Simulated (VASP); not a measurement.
Input of a VASP 6.6.1 run:

The input INCAR:

```
PREC = Accurate
ENCUT = 520
EDIFF = 1E-6
ISMEAR = 0
SIGMA = 0.05
LREAL = False
LASPH = True
NELM = 100
ALGO = Normal
ISIF = 2
LWAVE = False
LCHARG = True
GGA = PE
LELF = True
LVHAR = True
NBANDS = 30
```

Contents of KPOINTS:

```
Automatic mesh
0
Gamma
  5 7 4
```

File POSCAR:

```
AlZnF4
1.0
    4.0561610000      0.0000000000      0.0000000000
    0.0000000000      2.6484470000      0.0000000000
    0.1934970000      0.0000000000      4.2610300000
Al Zn F
1 1 4
Direct
    0.0000000000      0.0000000000      0.0000000000
    0.5000000000      0.5000000000      0.5000000000
    0.6900000000      0.0000000000      0.3300000000
    0.3100000000      0.0000000000      0.6700000000
    0.7740000000      0.5000000000      0.8140000000
    0.2260000000      0.5000000000      0.1860000000
```

Potentials or basis: VASP PAW PBE potentials, release 64 (Al, Zn, F).

Command:

```console
$ cat potpaw_PBE.64/Al/POTCAR potpaw_PBE.64/Zn/POTCAR potpaw_PBE.64/F/POTCAR > POTCAR
$ mpirun -np 1 vasp_std > vasp.out
```

Problem. Estimate the band gap on the k mesh.

Solution. None (metal or under the smearing width).

Problem. What does it give for the largest force?

Solution. 9.930 eV/Å.

Problem. Estimate the pressure.

Solution. 153.3 GPa.

Forces in eV/Å, atoms in the order of the input:
```
Al   0.000  0.000  0.000
Zn   0.000  0.000  0.000
F    7.296  0.000 -6.736
F   -7.296  0.000  6.736
F    1.794  0.000  2.415
F   -1.794  0.000 -2.415
```

Caveat: the k mesh is coarse (spacing up to 0.37 Å⁻¹), so the values aren't converged; a pressure of tens of GPa on the cell as given is suspect, and the run, the potentials or the cell itself is likely at fault; an odd number of electrons without spin polarisation forces a metal; a magnetic or distorted state may lie lower.
